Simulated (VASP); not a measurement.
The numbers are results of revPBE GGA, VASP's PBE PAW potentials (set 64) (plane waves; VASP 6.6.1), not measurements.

VASP ran on this input.

**INCAR**
```
# general
SYSTEM  = CdF2
PREC    = Accurate
ENCUT   = 520
LREAL   = F
LASPH   = T

# electronic loop
EDIFF   = 1E-7
NELM    = 100
ALGO    = Normal
LMAXMIX = 4

# smearing
ISMEAR  = 0
SIGMA   = 0.05

# functional
GGA     = RE

# ions
ISIF    = 2

# output
LWAVE   = F
LCHARG  = F
```

File POSCAR:
```
CdF2
1.0
  0.0000000000   2.7232361635   2.7232361635
  2.7232361635   0.0000000000   2.7232361635
  2.7232361635   2.7232361635   0.0000000000
Cd F
1 2
Direct
  0.0000000000   0.0000000000   1.0000000000
  0.2500000000   0.2500000000   0.2500000000
  0.7500000000   0.7500000000   0.7500000000
```

File KPOINTS:
```
Automatic mesh
0
Gamma
7 7 7
0 0 0
```

POTCAR, in this order: Cd F (PBE.64 set). Program: vasp_std.

**Question.** Predict the energy per atom (σ→0), pressure.

**Answer.** 
```json
{
 "energy per atom (σ→0)": "-3.341 eV/atom",
 "pressure": "59.0 kbar"
}
```

**OSZICAR**
```
...
DAV:  10    -0.100232586433E+02   -0.99092E-03   -0.37850E-03   697   0.819E-01    0.157E-01
DAV:  11    -0.100234243664E+02   -0.16572E-03   -0.23579E-04   756   0.172E-01    0.557E-02
DAV:  12    -0.100234954861E+02   -0.71120E-04   -0.11575E-04   697   0.983E-02    0.216E-02
DAV:  13    -0.100235011010E+02   -0.56149E-05   -0.16509E-05   736   0.375E-02    0.815E-03
DAV:  14    -0.100235011669E+02   -0.65952E-07   -0.34484E-06   688   0.257E-02    0.206E-03
DAV:  15    -0.100235012975E+02   -0.13059E-06   -0.21058E-07   632   0.719E-03    0.661E-04
DAV:  16    -0.100235013210E+02   -0.23464E-07   -0.15308E-08   499   0.136E-03
   1 F= -.10023501E+02 E0= -.10023501E+02  d E =-.766703E-17
```

The compound is CdF2 in the fluorite structure. This cell is one point of a volume scan, at 0.94 of the reference volume.
